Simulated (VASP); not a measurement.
Input:

```xyz
2
Lattice="0.0000 3.1980 3.1980 3.1980 0.0000 3.1980 3.1980 3.1980 0.0000" Properties=species:S:1:pos:R:3 pbc="T T T"
Na     0.0000     0.0000     0.0000
I      3.1980     3.1980     3.1980
```

Method: PBEsol GGA, VASP's PBE PAW potentials (set 64) (plane waves; VASP). Run with 400 eV cut-off, 7×7×7 Γ-centred mesh, Gaussian smearing of 0.010 eV, potentials Na_pv I.

Problem. Give the electronic dielectric tensor ε∞ (DFPT, local fields included).

Solution. 
```
3.49  0.00  0.00
0.00  3.49  0.00
0.00  0.00  3.49
```

Problem. Give the Born effective charges.

Solution. 
```tsv
atom	Z*xx	Z*yy	Z*zz	mean
Na1	1.18	1.18	1.18	1.18
I2	-1.18	-1.18	-1.18	-1.18
```

The compound is NaI in the rock salt structure. It was relaxed first.
